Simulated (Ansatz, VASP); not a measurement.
## Cross-check of Ag3Sb between VASP and Ansatz

One calculation is typed for both programs; each brings its own data sets. How far apart do they land? The cell is generated by rule, not measured, and may not be a known phase. The cell is taken from a series of runs on this material, whose earlier steps may have relaxed, scaled, displaced or heated it; both programs get it as it stands.

Program: Ansatz 0.2.0. Level of theory: plane waves, with VASP 6.6.1 beside it; relaxation of cell and atoms at r2SCAN. Results are calculated unless marked as measured.

## Step 1: The structure

It takes space group R32 (No. 155, trigonal). Conventional cell: a = 7.890 Å, b = 7.890 Å, c = 7.688 Å, α = 90.00°, β = 90.00°, γ = 120.00°. Nearest to Sb lie 6 Ag at 2.67 Å. Nearest to Ag lie 2 Sb at 2.67 Å and 2 Ag at 2.87 Å. Farther neighbours are not listed.

## Step 2: VASP: relaxation of cell and atoms, r2SCAN, pair 1

The relaxed volume is the usual yardstick between codes: in a stiff, nearly cubic crystal its relative difference is about their pressure difference at one cell divided by the bulk modulus.

Lines of VASP's logs that name or quote its potential files are left out, and so is its time.

The input, INCAR:

```
SYSTEM = Ag3Sb
PREC = Accurate
ENCUT = 550
EDIFF = 1E-07
NELM = 120
ISMEAR = 0
SIGMA = 0.01
LREAL = .FALSE.
ALGO = Normal
METAGGA = R2SCAN
LASPH = .TRUE.
NBANDS = 25
LORBIT = 11
LWAVE = .FALSE.
LCHARG = .FALSE.
ISIF = 3
IBRION = 2
NSW = 80
EDIFFG = -0.005
GGA_COMPAT = .FALSE.
NELMIN = 4
EFERMI = MIDGAP
LMIXTAU = .TRUE.
KPAR = 2
```

The input, POSCAR:

```
Ag3Sb
1.0
    3.9451830000      2.2777530000      2.5627020000
   -3.9451830000      2.2777530000      2.5627020000
    0.0000000000     -4.5555050000      2.5627020000
Sb Ag
1 3
Direct
    0.0000000000      0.0000000000      0.0000000000
    0.9282173644      0.4999999662      0.0717826694
    0.4999999607      0.0717825624      0.9282174769
    0.0717825651      0.9282173617      0.5000000732
```

The input, KPOINTS:

```
Automatic mesh
0
Gamma
6 6 6
0 0 0
```

Potentials, in the order of the species: Sb and Ag (PBE family, release 64).

On the command line:

```bash
mpirun -np 2 vasp_std
```

Numbers of over 12 decimals in the logs are rounded to 6 here.

The log of the run:

```text
[banner, memory and clock lines left out]
running    2 mpi-ranks, on    1 nodes
 distrk:  each k-point on    1 cores,    2 groups
 distr:  one band on    1 cores,    1 groups

 POSCAR found type information on POSCAR SbAg
 POSCAR found :  2 types and       4 ions
|                                                                             |
|               ----> ADVICE to this user running VASP <----                  |
|                                                                             |
|     You enforced a specific xc type in the INCAR file but a different       |
|     [... a line on the potential file left out ...]
|     I HOPE YOU KNOW WHAT YOU ARE DOING!                                     |
|                                                                             |

 LDA part: xc-table for (None), standard interpolation
 POSCAR, INCAR and KPOINTS ok, starting setup
 FFT: planning ... GRIDC
 FFT: planning ... GRID_SOFT
 FFT: planning ... GRID
 WAVECAR not read
 entering main loop
       N       E                     dE             d eps       ncg     rms          rms(c)
DAV:   1     0.133089384871E+03    0.13309E+03   -0.17751E+04  1600   0.140E+03
DAV:   2    -0.919090020330E+02   -0.22500E+03   -0.21553E+03  1668   0.280E+02
DAV:   3    -0.994173935582E+02   -0.75084E+01   -0.74512E+01  1868   0.513E+01
DAV:   4    -0.994867039911E+02   -0.69310E-01   -0.69234E-01  1812   0.517E+00
DAV:   5    -0.994878110192E+02   -0.11070E-02   -0.11070E-02  1997   0.671E-01    0.857E+00
DAV:   6    -0.907465584384E+02    0.87413E+01   -0.13363E+01  1618   0.351E+01    0.784E+00
DAV:   7    -0.883680419298E+02    0.23785E+01   -0.72587E-01  1612   0.734E+00    0.523E+00
DAV:   8    -0.892102195245E+02   -0.84218E+00   -0.13218E+00  1644   0.767E+00    0.152E+00
DAV:   9    -0.880267636551E+02    0.11835E+01   -0.97153E-01  1620   0.628E+00    0.351E-01
DAV:  10    -0.882276511028E+02   -0.20089E+00   -0.11142E-01  1601   0.222E+00    0.278E-01
DAV:  11    -0.882439171466E+02   -0.16266E-01   -0.58731E-03  1694   0.503E-01    0.210E-01
DAV:  12    -0.882997552229E+02   -0.55838E-01   -0.86458E-02  1600   0.172E+00    0.135E-01
DAV:  13    -0.882919648345E+02    0.77904E-02   -0.24334E-03  1863   0.329E-01    0.120E-01
DAV:  14    -0.883062982179E+02   -0.14333E-01   -0.38617E-03  1620   0.358E-01    0.351E-02
[...]
DAV:  18    -0.883118260284E+02   -0.18704E-03   -0.71223E-05  1650   0.626E-02    0.168E-02
DAV:  19    -0.883119513432E+02   -0.12531E-03   -0.18644E-04  1600   0.858E-02    0.799E-03
DAV:  20    -0.883119563174E+02   -0.49743E-05   -0.78623E-06  1671   0.249E-02    0.272E-03
DAV:  21    -0.883119779493E+02   -0.21632E-04   -0.15080E-05  1601   0.259E-02    0.408E-03
DAV:  22    -0.883119774708E+02    0.47854E-06   -0.49520E-07  1392   0.630E-03    0.234E-03
DAV:  23    -0.883119777408E+02   -0.27008E-06   -0.29537E-07  1089   0.525E-03    0.515E-04
DAV:  24    -0.883119778593E+02   -0.11845E-06   -0.18827E-07  1099   0.372E-03    0.115E-03
DAV:  25    -0.883119779254E+02   -0.66070E-07   -0.17811E-08   886   0.110E-03
   1 F= -.88311978E+02 E0= -.88311978E+02  d E =-.883120E+02
 curvature:   0.00 expect dE= 0.000E+00 dE for cont linesearch  0.000E+00
 trial: gam= 0.00000 g(F)=  0.347E-05 g(S)=  0.354E-03 ort = 0.000E+00 (trialstep = 0.100E+01)
 search vector abs. value=  0.358E-03
 bond charge predicted
       N       E                     dE             d eps       ncg     rms          rms(c)
DAV:   1    -0.883184474045E+02   -0.64695E-02   -0.11344E-01  1619   0.292E+00    0.573E-01
DAV:   2    -0.883121243514E+02    0.63231E-02   -0.25190E-02  1611   0.140E+00    0.160E-01
DAV:   3    -0.883120858593E+02    0.38492E-04   -0.59985E-04  1618   0.145E-01    0.120E-01
DAV:   4    -0.883116648982E+02    0.42096E-03   -0.91577E-04  1600   0.156E-01    0.261E-02
DAV:   5    -0.883120982104E+02   -0.43331E-03   -0.35681E-04  1600   0.122E-01    0.929E-03
DAV:   6    -0.883120736862E+02    0.24524E-04   -0.90994E-05  1600   0.641E-02    0.741E-03
DAV:   7    -0.883121344189E+02   -0.60733E-04   -0.25240E-05  1602   0.368E-02    0.206E-03
DAV:   8    -0.883121339478E+02    0.47110E-06   -0.24726E-06  1674   0.893E-03    0.172E-03
DAV:   9    -0.883121346392E+02   -0.69143E-06   -0.77101E-07  1630   0.652E-03    0.114E-03
DAV:  10    -0.883121346265E+02    0.12760E-07   -0.79436E-08  1157   0.283E-03
   2 F= -.88312135E+02 E0= -.88312135E+02  d E =-.156701E-03
 trial-energy change:   -0.000157  1 .order   -0.000140   -0.000358    0.000077
 step:   0.8512(harm=  0.8226)  dis= 0.00017  next Energy=   -88.312140 (dE=-0.162E-03)
 bond charge predicted
       N       E                     dE             d eps       ncg     rms          rms(c)
DAV:   1    -0.883122807705E+02   -0.14613E-03   -0.25106E-03  1619   0.435E-01    0.856E-02
DAV:   2    -0.883121445622E+02    0.13621E-03   -0.54938E-04  1612   0.207E-01    0.240E-02
DAV:   3    -0.883121414222E+02    0.31400E-05   -0.13533E-05  1618   0.220E-02    0.181E-02
DAV:   4    -0.883121290577E+02    0.12365E-04   -0.20471E-05  1600   0.231E-02    0.383E-03
DAV:   5    -0.883121381435E+02   -0.90858E-05   -0.79225E-06  1600   0.179E-02    0.137E-03
DAV:   6    -0.883121373692E+02    0.77426E-06   -0.19961E-06  1600   0.936E-03    0.108E-03
DAV:   7    -0.883121386924E+02   -0.13232E-05   -0.54066E-07  1578   0.530E-03    0.306E-04
DAV:   8    -0.883121387372E+02   -0.44823E-07   -0.52494E-08  1041   0.130E-03
   3 F= -.88312139E+02 E0= -.88312139E+02  d E =-.160812E-03
 curvature:  -0.40 expect dE=-0.488E-06 dE for cont linesearch -0.104E-06
 trial: gam= 0.00000 g(F)=  0.849E-06 g(S)=  0.368E-06 ort =-0.963E-05 (trialstep = 0.970E+00)
 search vector abs. value=  0.122E-05
 reached required accuracy - stopping structural energy minimisation
```

From OUTCAR (step 2):

```text
ion  position               nearest neighbor table
   1  0.000  0.000  0.000-   4 2.67   3 2.67   2 2.67   3 2.67   4 2.67   2 2.67
   2  0.928  0.500  0.072-   1 2.67   1 2.67   4 2.87   3 2.87
   3  0.500  0.072  0.928-   1 2.67   1 2.67   4 2.87   2 2.87
   4  0.072  0.928  0.500-   1 2.67   1 2.67   2 2.87   3 2.87

  LATTYP: Found a trigonal (rhomboedric) cell.
 ALAT       =     5.2268603553
 COS(alpha) =    -0.1394165077

 Subroutine GETGRP returns: Found  6 space group operations
 (whereof  6 operations were pure point group operations)

The static configuration has the point symmetry D_3 .

 Found     32 irreducible k-points:

   k-points           NKPTS =     32   k-points in BZ     NKDIM =     32   number of bands    NBANDS=     25

   dimension x,y,z NGX =    40 NGY =   40 NGZ =   40
   dimension x,y,z NGXF=    80 NGYF=   80 NGZF=   80

   ENCUT  =  550.0 eV  40.42 Ry    6.36 a.u.   9.99  9.99  9.99*2*pi/ulx,y,z

   NELECT =      38.0000    total number of electrons

 k-points in reciprocal lattice and weights: Automatic mesh
   0.00000000  0.00000000  0.00000000       0.005
   0.16666667 -0.00000000  0.00000000       0.028
   0.33333333 -0.00000000  0.00000000       0.028
   0.50000000 -0.00000000  0.00000000       0.014
   0.16666667  0.16666667  0.00000000       0.028
   0.33333333  0.16666667  0.00000000       0.056
   0.50000000  0.16666667  0.00000000       0.056
  -0.33333333  0.16666667  0.00000000       0.056
  -0.16666667  0.16666667  0.00000000       0.028
[...]
-0.33333333  0.50000000  0.33333333       0.028
   0.50000000  0.50000000  0.50000000       0.005

 average (electrostatic) potential at core
       1 -94.6155       2 -81.2052       3 -81.2052       4 -81.2052

 E-fermi :   2.7983

 k-point     1 :       0.0000    0.0000    0.0000
  band No.  band energies     occupation
    ...
     15      -1.1440      2.00000
     16      -1.1440      2.00000
     17       1.1722      2.00000
     18       1.1722      2.00000
     19       1.3592      2.00000
     20       3.3486      0.00000
     21       4.6592      0.00000
     22       4.6592      0.00000
     23       7.5952      0.00000
     24       7.5952      0.00000
    ...

 k-point     2 :       0.1667   -0.0000    0.0000
  band No.  band energies     occupation
    ...
     15      -1.0887      2.00000
     16      -1.0501      2.00000
     17       0.5600      2.00000
     18       1.1826      2.00000
     19       1.4748      2.00000
     20       3.6754      0.00000
     21       4.6540      0.00000
     22       5.4888      0.00000
     23       7.1854      0.00000
     24       7.6060      0.00000
    ...

 k-point     3 :       0.3333   -0.0000    0.0000
  band No.  band energies     occupation
    ...
     15      -1.0405      2.00000
     16      -0.9869      2.00000
     17      -0.1766      2.00000
     18       1.1993      2.00000
     19       1.8190      2.00000
     20       3.8674      0.00000
     21       4.6446      0.00000
     22       6.4987      0.00000
     23       7.0226      0.00000
     24       8.0876      0.00000
    ...

  Total        0.0035159      0.0035159      0.0024073      0.0000000      0.0000000      0.0000000
  in kB        0.0408932      0.0408932      0.0279988      0.0000000      0.0000000      0.0000000
  external PRESSURE =       0.0365951 kB  Pullay stress =       0.0000000 kB

  energy-cutoff  :      550.00
  volume of cell :      137.75
      direct lattice vectors                 reciprocal lattice vectors
     3.941032092  2.275356471  2.560293923     0.126870319  0.073248607  0.130193376
    -3.941032092  2.275356471  2.560293923    -0.126870319  0.073248607  0.130193376
     0.000000000 -4.550711944  2.560293924     0.000000000 -0.146497213  0.130193404

 POSITION                                       TOTAL-FORCE (eV/Angst)
 -----------------------------------------------------------------------------------
      0.00000     -0.00000      0.00000         0.000000     -0.000000      0.000000
      1.68772      2.92322      3.84044         0.001211      0.002098     -0.000000
      1.68772     -2.92322      3.84044         0.001211     -0.002098      0.000000
     -3.37544     -0.00000      3.84044        -0.002423     -0.000000      0.000000
 -----------------------------------------------------------------------------------
    total drift:                               -0.000008      0.000633      0.000000

  FREE ENERGIE OF THE ION-ELECTRON SYSTEM (eV)
  ---------------------------------------------------
  free  energy   TOTEN  =       -88.3121387372 eV

  energy  without entropy=      -88.3121387372  energy(sigma->0) =      -88.31213874

 reached required accuracy - stopping structural energy minimisation

 total charge
# of ion       s       p       d       tot
------------------------------------------
    1        1.064   1.391   0.041   2.496
    2        0.441   0.213   9.224   9.878
    3        0.441   0.213   9.224   9.878
    4        0.441   0.213   9.224   9.878
--------------------------------------------------
tot          2.387   2.029  27.712  32.129

[... 3 further parts left out ...]
```

CONTCAR:

```
Ag3Sb
   1.00000000000000
     3.9410320922101567    2.2753564709761460    2.5602939234704896
    -3.9410320922101567    2.2753564709761460    2.5602939234704896
     0.0000000000000000   -4.5507119439441004    2.5602939243056704
  Sb              Ag
     1     3
Direct
     0.0000000000000000    0.0000000000000000    0.0000000000000000
     0.9282428552038671    0.4999999661999997    0.0717571785961315
     0.4999999607000031    0.0717570715961340    0.9282429677038717
     0.0717570742961314    0.9282428525038696    0.5000000731999990
```

The gap is read on the k-mesh alone, so it is an upper bound where the band edges lie off the mesh. The PAW data sets were made with PBE, which is usual practice but a small mismatch for other functionals. The run keeps the 6 symmetry operations of its start, so it cannot find a distortion of lower symmetry.

[end of part 1 of 2]

[Lines on the potential files, build, host, timing and source positions are cut from VASP's logs without a mark.]

[Logs are printed without paths, hosts, clocks, repeated set-up lines and the standing remarks that a program may print on its own settings, such as how far it seeks lower states.]

[Hosts, paths, dates, database ids (printed as entryN), source tags and the programs' standing remarks are cut or masked in the printed files.]
